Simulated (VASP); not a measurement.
**CdS: relaxation of cell and atoms with PBE**

CdS:

```
Cd S
1.0
     0.00000    2.96848    2.96848
     2.96848    0.00000    2.96848
     2.96848    2.96848    0.00000
Cd S
1 1
Direct
  0.00000 0.00000 0.00000
  0.25000 0.25000 0.25000
```

```
Program                : VASP 6.6.1
Task                   : relaxation of cell and atoms
Functional             : PBE
Potentials or basis    : VASP PAW PBE potentials, release 64 (Cd, S)
Cutoff                 : 520 eV
k mesh                 : 10 × 10 × 10
Occupations            : gaussian, width 0.02 eV
Spin                   : no spin polarisation
Further INCAR settings : ALGO = Fast; EDIFF = 1e-07; AMIX = 0.2; IBRION = 2; EDIFFG = -0.002; NSW = 80; ISIF = 3
```

```json
{
  "Relaxed volume": "26.17 Å³/atom",
  "Relaxed cell": "a = 4.198 Å, b = 4.198 Å, c = 4.198 Å, α = 60.00°, β = 60.00°, γ = 60.00°",
  "Space group after relaxing (to 0.05 Å)": "F-43m (No. 216)",
  "Energy gained by relaxing": "0.0 meV/atom",
  "Ionic steps": "2",
  "Pressure after relaxing": "0.0 GPa",
  "Band gap on the k mesh": "1.03 eV, direct"
}
```

Final structure:
```cif
data_structure
_symmetry_space_group_name_H-M 'P 1'
_symmetry_Int_Tables_number 1
_cell_length_a 4.1985
_cell_length_b 4.1985
_cell_length_c 4.1985
_cell_angle_alpha 60.000
_cell_angle_beta 60.000
_cell_angle_gamma 60.000
_cell_volume 52.33
loop_
_atom_site_label
_atom_site_type_symbol
_atom_site_fract_x
_atom_site_fract_y
_atom_site_fract_z
_atom_site_occupancy
Cd1 Cd 0.00000 0.00000 0.00000 1
S1 S 0.25000 0.25000 0.25000 1
```

Levels at points of the mesh, in eV from the valence-band top:
```
           k point  band 7  band 8  band 9  band 10  band 11  band 12
(0.00, 0.00, 0.00)    0.00    0.00    0.00     1.03     6.55     6.55
(0.50, 0.00, 0.00)   -4.09   -0.68   -0.68     2.93     7.00     7.00
(0.50, 0.50, 0.00)   -3.72   -1.70   -1.70     3.64     4.27     9.01
```

Wall time 32 s on 1 thread of Intel(R) Xeon(R) Platinum 8488C (Sapphire Rapids), with other jobs on the host, peak memory 0.19 GiB.

A hybrid or GW would open this gap; PBE tends to underestimate it.
